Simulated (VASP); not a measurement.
Data:

```yaml
crystal:
  lattice:
    - [0.00000, 2.77918, 2.77918]
    - [2.77918, 0.00000, 2.77918]
    - [2.77918, 2.77918, 0.00000]
  atoms:
    - { symbol: Cd, position: [0.00000, 0.00000, 0.00000] }
    - { symbol: F, position: [0.25000, 0.25000, 0.25000] }
    - { symbol: F, position: [0.75000, 0.75000, 0.75000] }
```

Method: vdW-DF2, VASP's PBE PAW potentials (set 64) (plane waves; VASP 6.6.1). Settings: 520 eV cut-off, 8×8×8 Γ-centred mesh, tetrahedra with Blöchl corrections, potentials Cd F.

Task: What does the run give for the energy per atom (σ→0), band gap (on the k-mesh) with the smallest direct gap where there is one?

Result: 
* **band gap (on the k-mesh)**: 2.68 eV
* **smallest direct gap (on the k-mesh)**: 3.26 eV
* **energy per atom (σ→0)**: -1.482 eV/atom

Only differences to runs with the same potentials and settings are physical.

The compound is CdF2 in the fluorite structure. It was relaxed first, which changed the volume by +10 %.
